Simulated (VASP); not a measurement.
# CH₂IBr: convergence, NMR shieldings and orbital susceptibility

CH₂IBr, molecule in box, 5 atoms in the cell. PBE, GIPAW shieldings; PAW potentials Br, C, I, H (PBE set). VASP 6.6.1.

Wanted: isotropic shielding within 10 ppm; span within 20 ppm.

Isolated molecule: yes.

POSCAR of the starting run:
```
H2CIBr
1.0
   11.2300000000      0.0000000000      0.0000000000
    0.0000000000      9.9200000000      0.0000000000
    0.0000000000      0.0000000000     10.3000000000
Br C I H
1 1 1 2
Direct
    0.3560997355      0.4727217742      0.5326699010
    0.5195191469      0.4901411280      0.4805825262
    0.6439002645      0.4033467702      0.6118252447
    0.5400267106      0.5966532298      0.4736213612
    0.5301959092      0.4392943599      0.3881747553
```

The series start from ENCUT (eV): 600; Vacuum around the molecule (Å): 8; EDIFF (eV): 1e-8; PREC: Accurate; Projectors: LREAL = F, NLSPLINE = T; LNMR_SYM_RED: yes; ALGO: Normal. Each series keeps the choices made before it, and each single choice may use up half of a tolerance.

## ENCUT (eV)

| ENCUT (eV) | Isotropic shielding, largest deviation (ppm) | Span, largest deviation (ppm) | Time (s) |
|---|---|---|---|
| 400 | 1 | 0 | 133 |
| 500 | 1 | 2 | 172 |
| 600 | 1 | 1 | 228 |
| 700 | 1 | 0 | 355 |
| 800 | 0 | 0 | 553 |
| 1000 (reference) | 0 | 0 | 713 |

Chosen: 400, the loosest value from which every tighter one stays within half of the tolerance.

## Vacuum around the molecule (Å)

| Vacuum around the molecule (Å) | Isotropic shielding, largest deviation (ppm) | Span, largest deviation (ppm) | Time (s) |
|---|---|---|---|
| 6 | 98 | 67 | 56 |
| 8 | 8 | 6 | 133 |
| 10 | 1 | 1 | 216 |
| 12 (reference) | 0 | 0 | 361 |

Chosen: 10.

## EDIFF (eV)

| EDIFF (eV) | Isotropic shielding, largest deviation (ppm) | Span, largest deviation (ppm) | Time (s) |
|---|---|---|---|
| 0.0001 | 28 | 33 | 144 |
| 1e-5 | 14 | 11 | 149 |
| 1e-6 | 4 | 4 | 191 |
| 1e-7 | 1 | 1 | 203 |
| 1e-8 | 0 | 0 | 216 |
| 1e-9 (reference) | 0 | 0 | 253 |

Chosen: 1e-6.

## PREC

| PREC | Isotropic shielding, largest deviation (ppm) | Span, largest deviation (ppm) | Time (s) |
|---|---|---|---|
| Accurate | 0 | 0 | 191 |
| Normal | 0 | 0 | 109 |

Chosen: Normal, the fastest of those that stay within half of the tolerance.

## Projectors

| Projectors | Isotropic shielding, largest deviation (ppm) | Span, largest deviation (ppm) | Time (s) |
|---|---|---|---|
| LREAL = F, NLSPLINE = T | 0 | 0 | 109 |
| LREAL = Auto | 0 | 0 | 80 |
| LREAL = F, NLSPLINE = F | 0 | 0 | 102 |

Chosen: LREAL = Auto; it saves 29.7 s of 109, so LREAL = F, NLSPLINE = T would do nearly as well.

## LNMR_SYM_RED

| LNMR_SYM_RED | Isotropic shielding, largest deviation (ppm) | Span, largest deviation (ppm) | Time (s) |
|---|---|---|---|
| yes | 0 | 0 | 80 |
| no | 0 | 0 | 85 |

Chosen: yes; no other choice that stays within half of the tolerance saves 30 % of the time.

## ALGO

| ALGO | Isotropic shielding, largest deviation (ppm) | Span, largest deviation (ppm) | Time (s) |
|---|---|---|---|
| Normal | 0 | 0 | 80 |
| Fast | 0 | 0 | 83 |
| All | 1 | 1 | 86 |

Chosen: Normal.

The choices weren't compared together with a run at all the tightest settings, so their joint error isn't shown.

## The input

INCAR:
```
SYSTEM = H2CIBr
ALGO     = Normal         ! electronic algorithm
EDIFF    = 1E-6           ! SCF threshold, eV
ENCUT    = 400            ! plane-wave cutoff, eV
GGA      = PE             ! functional
ISMEAR   = 0              ! smearing method
LASPH    = .TRUE.         ! aspherical terms in the spheres
LCHARG   = .FALSE.        ! write CHGCAR
LCHIMAG  = .TRUE.       
LNMR_SYM_RED= .TRUE.       
LREAL    = Auto         
LWAVE    = .FALSE.        ! write WAVECAR
NELM     = 120            ! most SCF steps
PREC     = Normal         ! precision mode
SIGMA    = 0.01           ! smearing width, eV
```

KPOINTS:
```
k-points
0
Gamma
  1 1 1
```

POSCAR:
```
H2CIBr
1.0
   13.2300000000      0.0000000000      0.0000000000
    0.0000000000     11.9200000000      0.0000000000
    0.0000000000      0.0000000000     12.3000000000
Br C I H
1 1 1 2
Direct
    0.3778533658      0.4772986577      0.5273577220
    0.5165684067      0.4917953012      0.4837398390
    0.6221466342      0.4195637550      0.5936422780
    0.5339758095      0.5804362450      0.4779105707
    0.5256311459      0.4494798700      0.4063577220
```

Commands:
```
cat potpaw_PBE.64/Br/POTCAR potpaw_PBE.64/C/POTCAR potpaw_PBE.64/I/POTCAR potpaw_PBE.64/H/POTCAR > POTCAR
mpirun -np 4 vasp_std > vasp.out
```

Limits: The response is non-relativistic, which costs accuracy next to heavy atoms.

The chosen input took VASP 6.6.1 80 s on 4 cores (Intel Xeon Platinum 8375C @ 2.90GHz (Ice Lake)), a shared host.

## An input that fails: exact exchange with linear-response shieldings

VASP's message: LCHIMAG=.TRUE. is not yet implemented for hybrid functionals (LHFCALC=.TRUE.). Please set LHFCALC=.FALSE. to use LCHIMAG.

Changes against the starting input:
```
- NELM = 120
+ NELM = 60
+ LHFCALC = True
+ HFSCREEN = 0.2
(KPOINTS)
-k-points
+Automatic mesh
+  0 0 0
```
